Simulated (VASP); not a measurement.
All values below come from PBEsol GGA, VASP's PBE PAW potentials (set 64) (plane waves; VASP 6.6.1).

Input for VASP

INCAR:
```
# general
SYSTEM=CaF2
PREC  =Accurate
ENCUT =650
LREAL =.FALSE.
LASPH =.TRUE.

# electronic loop
EDIFF =1E-7
NELM  =100
ALGO  =Normal

# smearing
ISMEAR=0
SIGMA =0.05

# functional
GGA   =PS

# ions
IBRION=6
NSW   =1
ISIF  =3
POTIM =0.015
NFREE =2

# output
LWAVE =.FALSE.
LCHARG=.FALSE.
```

### KPOINTS
```
Automatic mesh
0
Gamma
6 6 6
0 0 0
```

File POSCAR:
```
CaF2
1
    0.0000000000     2.7137071620     2.7137071620
    2.7137071620     0.0000000000     2.7137071620
    2.7137071620     2.7137071620     0.0000000000
Ca F
1 2
Direct
  0.0000000000   0.0000000000   0.0000000000
  0.2500000000   0.2500000000   0.2500000000
  0.7500000000   0.7500000000   0.7500000000
```

POTCAR, in this order: Ca_sv F (PBE.64 set). Program: vasp_std.

What VASP printed:

**OUTCAR**
```


 TOTAL ELASTIC MODULI (kBar)
 Direction    XX          YY          ZZ          XY          YZ          ZX
 --------------------------------------------------------------------------------
 XX        1661.5125    474.7723    474.7723     -0.0000     -0.0000     -0.0000
 YY         474.7723   1661.5125    474.7723     -0.0000     -0.0000      0.0000
 ZZ         474.7723    474.7723   1661.5125     -0.0000      0.0000     -0.0000
 XY          -0.0000     -0.0000     -0.0000    336.4395      0.0000     -0.0000
 YZ          -0.0000     -0.0000      0.0000      0.0000    336.4395      0.0000
 ZX          -0.0000      0.0000     -0.0000     -0.0000      0.0000    336.4395
 --------------------------------------------------------------------------------
```
(Selected blocks of OUTCAR.)

The compound is CaF2 in the fluorite structure. It was relaxed first.
